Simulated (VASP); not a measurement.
Level of theory: r2SCAN meta-GGA, VASP's PBE PAW potentials (set 64) (plane waves; VASP).

VASP input:

### KPOINTS
```
Automatic mesh
0
gamma
 12 12 12
```

### POSCAR
```
AgB
6.0348320
  0.5000000092   0.0000000000   0.0000000000
  0.0000000000   0.5000000092   0.0000000000
  0.0000000000   0.0000000000   0.5000000092
Ag B
1 1
Cartesian
  0.0000000000   0.0000000000   0.0000000000
  0.2500000046   0.2500000046   0.2500000046
```

**INCAR**
```
SYSTEM=AgB
PREC=Accurate; ENCUT=600; LREAL=F
LASPH=T
EDIFF=1E-7; NELM=100; ALGO=Normal
LMAXMIX=4; LMIXTAU=T
ISMEAR=1; SIGMA=0.1
METAGGA=R2SCAN
ISIF=2
LWAVE=F; LCHARG=F
```

POTCAR, in this order: Ag B (PBE.64 set). Program: vasp_std.

Task: What will the output report for the number of irreducible k-points (NKPTS), number of bands (NBANDS), largest plane-wave count, number of space-group operations, FFT grid (NGX, NGY, NGZ)?

Result: 
| Quantity | Value |
|---|---|
| number of irreducible k-points (NKPTS) | 84 |
| number of bands (NBANDS) | 11 |
| largest plane-wave count | 938 |
| number of space-group operations | 48 |
| FFT grid (NGX, NGY, NGZ) | 24 × 24 × 24 |

The structure was generated: AgB was put into the CsCl type (Pm-3m), which need not be its known phase. This cell was strained or had an atom moved on purpose.
